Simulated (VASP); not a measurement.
An input for Ansatz (written as the equivalent of a VASP run, and not itself run):

Ansatz 0.2 input:
```yaml
crystal:
  lattice:
    - [1.9980870, -3.4608053, 0.0000000]
    - [1.9980870, 3.4608053, 0.0000000]
    - [0.0000000, 0.0000000, 6.2488240]
  atoms:
    - { symbol: Mg, position: [0.0000000, 1.0000000, 0.0000000] }
    - { symbol: Mg, position: [0.3333330, 0.6666670, 0.6260839] }
    - { symbol: Mg, position: [0.6666670, 0.3333330, 0.3739161] }
    - { symbol: Sb, position: [0.3333330, 0.6666670, 0.2083587] }
    - { symbol: Sb, position: [0.6666670, 0.3333330, 0.7916413] }
kpoints:
  mp_grid: { grid: [9, 9, 5] }
hamiltonian:
  xc: pbe
  pseudopotentials: { kind: paw }
scf:
  occupations: { method: methfessel_paxton, width: 0.1 }
  max_iter: 100
relax:
  max_steps: 40
  f_tol: 0.02
  cell: { p_target: 45 }
output: { forces: true, stress: true, eigenvalues: true }
```

Problem. Write the VASP files for the same calculation (PBE).

Solution. One answer among several that fit: 
POSCAR:
```
Mg3Sb2
1
    1.9980869600    -3.4608053045    -0.0000000000
    1.9980869600     3.4608053045     0.0000000000
    0.0000000000    -0.0000000000     6.2488239779
Mg Sb
3 2
Direct
  0.0000000000   1.0000000000   0.0000000000
  0.3333330000   0.6666670000   0.6260838738
  0.6666670000   0.3333330000   0.3739161262
  0.3333330000   0.6666670000   0.2083586688
  0.6666670000   0.3333330000   0.7916413312
```

**INCAR**
```
SYSTEM = Mg3Sb2
PREC = Accurate; ENCUT = 500; LREAL = F
LASPH = T
EDIFF = 1E-6; NELM = 100; ALGO = Normal
LMAXMIX = 4
ISMEAR = 1; SIGMA = 0.1
GGA = PE
IBRION = 2; NSW = 40; ISIF = 3
EDIFFG = -0.02; PSTRESS = 450
LWAVE = F; LCHARG = F
```

**KPOINTS**
```
kpoints
0
gamma
  9 9 5
0 0 0
```

POTCAR, in this order: Mg Sb (PBE.64 set). Program: vasp_std.

What does not carry over: each code has its own PAW files, so the cut-off isn't converted (ENCUT is set for VASP's; basis.ecutwfc is left out, and Ansatz then takes the one that its files recommend); Ansatz stops its SCF on the density residual and VASP on the energy change (EDIFF).

The compound is Mg3Sb2 in the a-la2o3 structure. This run relaxes it under an external pressure of 45 GPa. Symmetry was kept, so distortions that lower it aren't found.
